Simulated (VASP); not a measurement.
VASP input:

INCAR:
```
SYSTEM = CsPbBr3
PREC = Accurate; ENCUT = 500; LREAL = .FALSE.
LASPH = .TRUE.
EDIFF = 1E-6; NELM = 100; ALGO = Normal
LMAXMIX = 4
ISMEAR = 1; SIGMA = 0.1
GGA = PS
IBRION = 2; NSW = 40; ISIF = 3
EDIFFG = -0.02; PSTRESS = 100
LWAVE = .FALSE.; LCHARG = .FALSE.
```

File KPOINTS:
```
Automatic mesh
0
Gamma
6 6 6
0 0 0
```

### POSCAR
```
CsPbBr3
1.0
  5.4040274559   0.0000000000   0.0000000000
  0.0000000000   5.4040274559   0.0000000000
  0.0000000000   0.0000000000   5.4040274559
Cs Pb Br
1 1 3
Cartesian
  0.0000000000   0.0000000000   0.0000000000
  2.7020137279   2.7020137279   2.7020137279
  2.7020137279   0.0000000000   2.7020137279
  0.0000000000   2.7020137279   2.7020137279
  2.7020137279   2.7020137279   0.0000000000
```

POTCAR, in this order: Cs_sv Pb_d Br (PBE.64 set). Program: vasp_std.

Task: Write an equivalent input for Quantum ESPRESSO's pw.x.

Result: One equivalent input (not run):
```
&CONTROL
  calculation = 'vc-relax'
  pseudo_dir = './pseudo'
  outdir = './out'
  tprnfor = .true.
  tstress = .true.
  nstep = 40
  forc_conv_thr = 0.00078
/
&SYSTEM
  ibrav = 0
  nat = 5
  ntyp = 3
  ecutwfc = 62.5
  occupations = 'smearing'
  smearing = 'methfessel-paxton'
  degauss = 0.00735
  input_dft = 'pbesol'
/
&ELECTRONS
  conv_thr = 7.3e-08
  electron_maxstep = 100
/
&IONS
/
&CELL
  press = 100
/
ATOMIC_SPECIES
  Cs 132.905 Cs.upf
  Pb 207.200 Pb.upf
  Br 79.904 Br.upf
CELL_PARAMETERS angstrom
     5.4040275    0.0000000   -0.0000000
    -0.0000000    5.4040275   -0.0000000
     0.0000000    0.0000000    5.4040275
ATOMIC_POSITIONS crystal
  Cs   0.0000000  0.0000000  0.0000000
  Pb   0.5000000  0.5000000  0.5000000
  Br   0.5000000  0.0000000  0.5000000
  Br   0.0000000  0.5000000  0.5000000
  Br   0.5000000  0.5000000  0.0000000
K_POINTS automatic
  6 6 6 0 0 0
```
Limits of the translation: the potentials are each code's own (VASP's PAW set, PseudoDojo norm-conserving files in pw.x), so ENCUT and ecutwfc are chosen apart and not converted; conv_thr bounds pw.x's estimated SCF error, while EDIFF bounds the energy change between steps; forc_conv_thr acts on force components and is met together with etot_conv_thr.

The compound is CsPbBr3 in the cubic perovskite structure, the ideal cubic form; the compound distorts at low or room temperature. This run relaxes it under an external pressure of 10 GPa. Symmetry was kept, so distortions that lower it aren't found.
